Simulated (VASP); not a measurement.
**TiO2: transverse stress against strain**

TiO2 (rutile, P4_2/mnm, 10.450 Å³/atom and stress up to 0.24 GPa in the relaxed cell, c along z) under a strain ε along c (axis z), the other axes held. r2SCAN in VASP (plane waves, PAW), 600 eV, 8×8×10 Γ-centred mesh, Gaussian smearing 0.05 eV; ions are relaxed, or left where forces stay under 0.02 eV/Å, within the symmetry of each cell. Stress is positive for a compressed cell.

Here s stands for strain and y for stress xx.

| strain (%) | stress xx (GPa) |
|---|---|
| -1.50 | 2.30 |
| -1.00 | 1.44 |
| -0.50 | 0.60 |
| 0.00 | -0.24 |
| 0.50 | -1.03 |
| 1.00 | -1.83 |
| 1.50 | -2.62 |
| 3.00 | ? |

Fit y of the 7 rows that show it with a straight line. Means: s 0, y -0.197. About the means, the sum of products is -11.465 and the sum of squares of s is 7.0000; the slope is their ratio. Least squares gives y = -0.197 - 1.6379·s. Residuals (row less fit): 0.040, -0.001, -0.022, -0.043, -0.014, 0.005, 0.034; standard error 0.033 (degrees of freedom: 5). The slope gives the elastic constant C13 = 164 ± 1 GPa (± standard error of the fit, which holds the terms cut off).

Task: Predict the withheld y at s = 3.00 from the fit, and compare with the calculation.

Result: y = -0.197 - 1.6379 × 3.0 = -5.111 GPa. The calculation gives -4.87 GPa, 0.241 GPa above the prediction (3.4 % of the range of y in the table). The row lies outside the fitted rows, so this is an extrapolation. From the scatter of the fitted rows alone, a prediction at this place has a standard error of 0.051 GPa, so the miss is 4.7 times that.

A polynomial of degree 2 through the 12 other runs of the series gives -4.86 there, so most of the miss is curvature that the fit leaves out. The primitive cell can neither tilt nor turn polar against its symmetry, as such crystals can under strain. Rows are the converged runs of the series near zero and its far end, less any whose ions stayed unrelaxed beside relaxed ones; series whose fitted rows scatter by over a few per cent of the range, as at a crossing or softening among them, aren't shown in this form. Most that stay on the fit to the last digits aren't either.
